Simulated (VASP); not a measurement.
Level of theory: rev-vdW-DF2, VASP's PBE PAW potentials (set 64) (plane waves; VASP).

VASP ran on this input.

**INCAR**
```
SYSTEM=WSe2
PREC=Accurate; ENCUT=520; LREAL=.False.
LASPH=.True.
EDIFF=1E-6; NELM=100; ALGO=Normal
LMAXMIX=6
ISMEAR=0; SIGMA=0.05
GGA=MK; LUSE_VDW=.True.; AGGAC=0.0
PARAM1=0.1234568; PARAM2=0.7114; ZAB_VDW=-1.8867
IBRION=2; NSW=60; ISIF=3
EDIFFG=-0.02
LWAVE=.False.; LCHARG=.False.
```

File POSCAR:
```
WSe2
1.0
  1.6354512478  -2.8326843327   0.0000000000
  1.6354512478   2.8326843327   0.0000000000
  0.0000000000   0.0000000000  13.0221052421
W Se
2 4
Cart
  1.6354512478   0.9442299994   3.2555263105
  1.6354512478  -0.9442299994   9.7665789316
  1.6354512478   0.9442299994  11.4453068811
  1.6354512478  -0.9442299994   4.9342542601
  1.6354512478  -0.9442299994   1.5767983610
  1.6354512478   0.9442299994   8.0878509820
```

**KPOINTS**
```
kpoints
0
Gamma
7 7 2
```

POTCAR, in this order: W_sv Se (PBE.64 set). Program: vasp_std.

Energy and stress use the plane-wave basis of the starting cell.

### Question
Estimate the energy per atom (σ→0), volume per atom.

### Answer

```
Property                        Value
---------------------  --------------
energy per atom (σ→0)  -5408 meV/atom
volume per atom         20.57 Å³/atom
```

OSZICAR:
```
...
DAV:   1    -0.324567475826E+02   -0.11569E-01   -0.34029E-01  1006   0.429E+00    0.650E-01
DAV:   2    -0.324494742834E+02    0.72733E-02   -0.21258E-02  1141   0.881E-01    0.253E-01
DAV:   3    -0.324474910127E+02    0.19833E-02   -0.50408E-03  1105   0.422E-01    0.162E-01
DAV:   4    -0.324473965780E+02    0.94435E-04   -0.33737E-04  1223   0.104E-01    0.669E-02
DAV:   5    -0.324473290712E+02    0.67507E-04   -0.25378E-04  1186   0.949E-02    0.324E-02
DAV:   6    -0.324473252858E+02    0.37854E-05   -0.36180E-05  1261   0.331E-02    0.103E-02
DAV:   7    -0.324473255285E+02   -0.24273E-06   -0.28981E-06   989   0.879E-03
   5 F= -.32447326E+02 E0= -.32447326E+02  d E =-.214691E-02
```

The compound is WSe2 in the 2H layered structure. This run relaxes it. Symmetry was kept, so distortions that lower it aren't found. The start is the result of an earlier pass.
